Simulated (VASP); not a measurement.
These are PBEsol GGA, VASP's PBE PAW potentials (set 64) (plane waves; VASP 6.6.1) values and carry that method's errors.

VASP input:

### INCAR
```
SYSTEM = NbSi
PREC = Accurate
ENCUT = 400
EDIFF = 1E-6
NELM = 100
ALGO = Normal
LREAL = .FALSE.
LASPH = .TRUE.
ISMEAR = 1
SIGMA = 0.1
GGA = PS
LMAXMIX = 4
LWAVE = .FALSE.
LCHARG = .FALSE.
IBRION = 2
ISIF = 3
NSW = 60
EDIFFG = -0.01
```

KPOINTS:
```
K-points
0
Gamma
  10 10 10
0 0 0
```

### POSCAR
```
NbSi
1
    0.0000000000     2.7679940000     2.7679940000
    2.7679940000     0.0000000000     2.7679940000
    2.7679940000     2.7679940000     0.0000000000
Si Nb
1 1
Direct
  0.0000000000   0.0000000000   0.0000000000
  0.5000000000   0.5000000000   0.5000000000
```

POTCAR, in this order: Si Nb_sv (PBE.64 set). Program: vasp_std.

Energy and stress use the plane-wave basis of the starting cell.

**Question.** Estimate the energy per atom (σ→0), volume per atom, band gap (on the k-mesh).

**Answer.** 
The energy per atom (σ→0) is -8.617 eV/atom and the band gap (on the k-mesh) comes out as none (metal, semimetal or under 0.01 eV). The volume per atom comes out as 16.58 Å³/atom.

OSZICAR:
```
...
       N       E                     dE             d eps       ncg     rms          rms(c)
DAV:   1    -0.172349005465E+02   -0.61225E-03   -0.16488E-02  1268   0.198E+00    0.179E-01
DAV:   2    -0.172344073134E+02    0.49323E-03   -0.22693E-03  1728   0.636E-01    0.611E-02
DAV:   3    -0.172343414361E+02    0.65877E-04   -0.14351E-04  1836   0.113E-01    0.226E-02
DAV:   4    -0.172343411937E+02    0.24239E-06   -0.59108E-05  1920   0.593E-02    0.153E-02
DAV:   5    -0.172343515096E+02   -0.10316E-04   -0.16713E-05  1952   0.405E-02    0.307E-03
DAV:   6    -0.172343515465E+02   -0.36948E-07   -0.33728E-06  1188   0.151E-02
   7 F= -.17234352E+02 E0= -.17233757E+02  d E =-.478922E-04
```

The structure was generated: NbSi was put into the rocksalt type (Fm-3m), which need not be its known phase. This run relaxes it. Symmetry was kept, so distortions that lower it aren't found. The electron count is odd and the run is not spin-polarised, which forces a metal.
